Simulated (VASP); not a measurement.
ZrP (relaxed from the CsCl type structure, space group Pm-3m): computed properties

Level of theory: PBEsol GGA, VASP's PBE PAW potentials (set 64) (plane waves; VASP).

- space group = Pm-3m (221)
- cell = a = 3.222 Å, b = 3.222 Å, c = 3.222 Å, α = 90.00°, β = 90.00°, γ = 90.00°
- volume per atom = 16.73 Å³/atom
- band gap (over mesh and band path) = none (metal, semimetal or under 0.01 eV)
- density = 6.07 g/cm³

```xyz
2
Lattice="3.2222 0.0000 0.0000 0.0000 3.2222 0.0000 0.0000 0.0000 3.2222" Properties=species:S:1:pos:R:3 pbc="T T T"
Zr     0.0000     0.0000     0.0000
P      1.6111     1.6111     1.6111
```

The structure was generated: ZrP was put into the CsCl type type (Pm-3m), which need not be its known phase. It was relaxed first, which changed the volume by -32 %. Symmetry was kept, so distortions that lower it aren't found. The electron count is odd and the run is not spin-polarised, which forces a metal.
